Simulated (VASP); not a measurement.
Set up this calculation in VASP 6.6.1, as the native input.

```
Task                   : relaxation of shape and atoms at fixed volume
Functional             : PBE
Dispersion             : D3(BJ)
Potentials or basis    : VASP PAW PBE potentials, release 64 (W_sv, S)
Cutoff                 : 600 eV
k mesh                 : 10 × 10 × 2
Occupations            : gaussian, width 0.05 eV
Spin                   : no spin polarisation
Dipole correction      : no
Further INCAR settings : ALGO = Fast; EDIFF = 1e-06; IBRION = 2; EDIFFG = -0.01; NSW = 60; ISIF = 4
```

The structure of WS2 (Tungstenite) lies in POSCAR:

```
WS2
1.0
    3.1800000000      0.0000000000      0.0000000000
   -1.5900000000      2.7539607840      0.0000000000
    0.0000000000      0.0000000000     12.5000000000
W S
2 4
Direct
    0.3333333333      0.6666666667      0.2500000000
    0.6666666667      0.3333333333      0.7500000000
    0.3333333333      0.6666666667      0.6250000000
    0.6666666667      0.3333333333      0.1250000000
    0.3333333333      0.6666666667      0.8750000000
    0.6666666667      0.3333333333      0.3750000000
```

These files were run (other wordings do the same):

INCAR

```
SYSTEM = WS2
ALGO = Fast ; EDIFF = 1E-6
EDIFFG = -0.01 ; ENCUT = 600
GGA = PE ; IBRION = 2
ISIF = 4 ; ISMEAR = 0
IVDW = 12 ; LASPH = .True.
LCHARG = .False. ; LREAL = .False.
LWAVE = .False. ; NELM = 100
NSW = 60 ; PREC = Accurate
SIGMA = 0.05
```

KPOINTS

```
k-points
0
Gamma
  10 10 2
  0 0 0
```

Potentials or basis: VASP PAW PBE potentials, release 64 (W_sv, S).

Command:

```bash
$ cat potpaw_PBE.64/W_sv/POTCAR potpaw_PBE.64/S/POTCAR > POTCAR
$ mpirun -np 1 vasp_std > vasp.out
```

It gave:

```yaml
Energy_gained_by_relaxing: 0.7 meV/atom
Ionic_steps: 7
Pressure_after_relaxing: -1.7 GPa
Largest_force_after_relaxing: 0.005 eV/Å
Band_gap_on_the_k_mesh: 1.17 eV, indirect (least direct gap 2.13 eV)
Dispersion_energy_per_atom: -0.414 eV
```

Caveat: spin-orbit coupling is left out, which moves the levels of the heavy elements.

It took 5.2 min on 1 thread of AMD EPYC 9R14 (Zen 4), with other jobs on the host, peak memory 0.31 GiB.
